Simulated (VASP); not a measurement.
Method: LDA (Ceperley-Alder, Perdew-Zunger), VASP's LDA PAW potentials (set 64) (plane waves; VASP 6.6.1).

A VASP calculation is set up with these files.

### KPOINTS
```
Automatic mesh
0
Gamma
1 1 1
0 0 0
```

POSCAR:
```
LaHg2
1.0
  5.0648200000   0.0000000000   0.0000000000
 -2.5324100000   4.3862630000   0.0000000000
  0.0000000000   0.0000000000   3.5561000000
La Hg
1 2
Cartesian
  0.0000000000   0.0000000000   0.0000000000
  2.5324125324   1.4620862046   1.7780500000
 -0.0000025324   2.9241767954   1.7780500000
```

**INCAR**
```
LREAL = .FALSE.   # projection in real space or not
ISMEAR = 0   # Gaussian
PREC = Accurate
LMAXMIX = 6   # l cut-off of mixed one-centre charges
SIGMA = 0.272   # width (eV)
LCHARG = .FALSE.
ALGO = Normal
LWAVE = .FALSE.
NELM = 100   # most electronic steps
EDIFF = 1E-6
ENCUT = 300   # plane-wave cut-off (eV)
LASPH = .TRUE.
SYSTEM = LaHg2
ISIF = 2   # forces and stress, cell fixed
```

POTCAR, in this order: La Hg (LDA.64 set). Program: vasp_std.

What VASP printed:

**OSZICAR**
```
       N       E                     dE             d eps       ncg     rms          rms(c)
DAV:   1     0.281043748301E+03    0.28104E+03   -0.10469E+04    42   0.150E+03
DAV:   2     0.481264609374E+02   -0.23292E+03   -0.22228E+03    50   0.313E+02
DAV:   3    -0.461781846735E+01   -0.52744E+02   -0.52004E+02    58   0.134E+02
DAV:   4    -0.102693721754E+02   -0.56516E+01   -0.53751E+01    68   0.382E+01
DAV:   5    -0.108209608280E+02   -0.55159E+00   -0.53337E+00    63   0.125E+01    0.820E+00
DAV:   6    -0.941570967785E+01    0.14053E+01   -0.29887E+01    47   0.262E+01    0.966E+00
DAV:   7    -0.889210539459E+01    0.52360E+00   -0.14046E+00    60   0.156E+01    0.443E+00
DAV:   8    -0.885394369853E+01    0.38162E-01   -0.17803E+00    55   0.492E+00    0.321E+00
DAV:   9    -0.874953709267E+01    0.10441E+00   -0.37854E-01    60   0.200E+00    0.133E+00
DAV:  10    -0.872961286444E+01    0.19924E-01   -0.11886E-02    68   0.898E-01    0.340E-01
DAV:  11    -0.872837451809E+01    0.12383E-02   -0.21815E-03    60   0.424E-01    0.158E-01
DAV:  12    -0.872807158959E+01    0.30293E-03   -0.21953E-04    52   0.126E-01    0.670E-02
DAV:  13    -0.872801287081E+01    0.58719E-04   -0.10799E-04    68   0.844E-02    0.297E-02
DAV:  14    -0.872800151739E+01    0.11353E-04   -0.15909E-05    60   0.297E-02    0.285E-03
DAV:  15    -0.872800170026E+01   -0.18287E-06   -0.84177E-07    36   0.867E-03
   1 F= -.87280017E+01 E0= -.85052179E+01  d E =-.445568E+00
```

File OUTCAR:
```
------------------------ aborting loop because EDIFF is reached ----------------------------------------
  FORCE on cell =-STRESS in cart. coord.  units (eV):
  Direction    XX          YY          ZZ          XY          YZ          ZX
  --------------------------------------------------------------------------------------
  Total        3.4001502      3.4001505    -19.3597378      0.0000000     -0.0000000      0.0000000
  in kB       68.9566305     68.9566372   -392.6245067      0.0000000     -0.0000000      0.0000000
  external PRESSURE =     -84.9037463 kB  Pullay stress =       0.0000000 kB
  volume of cell :       79.00
      direct lattice vectors                 reciprocal lattice vectors
     5.064820000  0.000000000  0.000000000     0.197440383  0.113992253  0.000000000
    -2.532410000  4.386263000  0.000000000     0.000000000  0.227984505  0.000000000
     0.000000000  0.000000000  3.556100000     0.000000000  0.000000000  0.281206940
 POSITION                                       TOTAL-FORCE (eV/Angst)
 -----------------------------------------------------------------------------------
      0.00000      0.00000      0.00000        -0.000000      0.000000      0.000000
      2.53241      1.46209      1.77805         0.000000     -0.000000      0.000000
     -0.00000      2.92418      1.77805        -0.000000      0.000000      0.000000
 -----------------------------------------------------------------------------------
    total drift:                               -0.000000      0.000000      0.000000
  FREE ENERGIE OF THE ION-ELECTRON SYSTEM (eV)
  ---------------------------------------------------
  free  energy   TOTEN  =        -8.7280017003 eV

  energy  without entropy=       -8.2824340037  energy(sigma->0) =       -8.50521785
```
(Selected blocks of OUTCAR.)

At this cut-off the stress carries a Pulay error, which pulls relaxed volumes low.

The structure comes from a computed database's LaHg2 entry (P6/mmm); how it stands against other phases isn't given here. The cell was not relaxed at this level. The k-mesh is coarse (spacing up to 1.77 per Å, 2π included), so the numbers may not be converged in it. The run is one of a series of settings (KPOINTS 1×1×1 Γ-centred mesh against the base run), some of them coarse on purpose. The electron count is odd and the run is not spin-polarised, which forces a metal.
